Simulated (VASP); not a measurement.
Wanted: the native input for a VASP 6.6.1 run.

* Task: relaxation of cell and atoms
* Functional: PBE
* Potentials or basis: VASP PAW PBE potentials, release 64 (Ti_sv, C)
* Cutoff: 520 eV
* k mesh: 6 × 6 × 5
* Occupations: gaussian, width 0.15 eV
* Spin: no spin polarisation
* Further INCAR settings: PREC = Normal; ALGO = Fast; EDIFF = 0.0001; IBRION = 2; EDIFFG = -0.08; NSW = 24; ISIF = 3

The structure of TiC3 lies in POSCAR:

```
TiC3
1.0
    3.7100942500      0.0000000000      0.0000000000
    0.0000000000      3.7100942500      0.0000000000
    0.0000000000      0.0000000000      4.1281356100
Ti C
1 3
Direct
    0.0000000000      0.0000000000      0.5000000000
    0.0000000000      0.0000000000      0.0000000000
    0.0000000000      0.5000000000      0.5000000000
    0.5000000000      0.0000000000      0.5000000000
```

The cell was built by a generator and needn't be a form met in nature.

One way to write it, as run:

INCAR

```
SYSTEM = TiC3
PREC = Normal
ENCUT = 520
EDIFF = 1E-4
ISMEAR = 0
SIGMA = 0.15
LREAL = .FALSE.
LASPH = .TRUE.
NELM = 60
ALGO = Fast
ISIF = 3
LWAVE = .FALSE.
LCHARG = .FALSE.
GGA = PE
IBRION = 2
NSW = 24
EDIFFG = -0.08
```

KPOINTS

```
Automatic mesh
0
G
  6 6 5
  0 0 0
```

Potentials or basis: VASP PAW PBE potentials, release 64 (Ti_sv, C).

Run with:

```sh
$ cat potpaw_PBE.64/Ti_sv/POTCAR potpaw_PBE.64/C/POTCAR > POTCAR
$ mpirun -np 1 vasp_std > vasp.out
```

It gave:

| Quantity | Value |
| --- | --- |
| Relaxed volume | 16.57 Å³/atom |
| Relaxed cell | a = 4.044 Å, b = 4.044 Å, c = 4.052 Å, α = 90.00°, β = 90.00°, γ = 90.00° |
| Space group after relaxing (to 0.05 Å) | Pm-3m (No. 221) |
| Energy gained by relaxing | 232.9 meV/atom |
| Ionic steps | 6 |
| Pressure after relaxing | 0.4 GPa |
| Band gap on the k mesh | none (metal or under the smearing width) |

Caveat: the volume moved by over 15 % at a fixed basis, so the end points are rough.

Run time: 44 s on 1 thread of Intel(R) Xeon(R) Platinum 8559C (Emerald Rapids), with other jobs on the host, peak memory 0.15 GiB.
